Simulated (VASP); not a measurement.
Given:

```yaml
crystal:
  lattice:
    - [0.00000, 2.28776, 2.28776]
    - [2.28776, 0.00000, 2.28776]
    - [2.28776, 2.28776, 0.00000]
  atoms:
    - { symbol: Na, position: [0.00000, 0.00000, 0.00000] }
    - { symbol: F, position: [0.50000, 0.50000, 0.50000] }
```

All values below come from AM05 GGA, VASP's PBE PAW potentials (set 64) (plane waves; VASP). Run with 520 eV cut-off, 10×10×10 Γ-centred mesh, Gaussian smearing of 0.050 eV, potentials Na_pv F.

Q: Give the stress tensor in GPa (positive for a compressed cell).

A: 
```
3.32  0.00  0.00
0.00  3.32  0.00
0.00  0.00  3.32
```
The pressure is its mean diagonal, 3.32 GPa.

The compound is NaF in the rock salt structure. This cell is one point of a volume scan, at 0.94 of the reference volume.
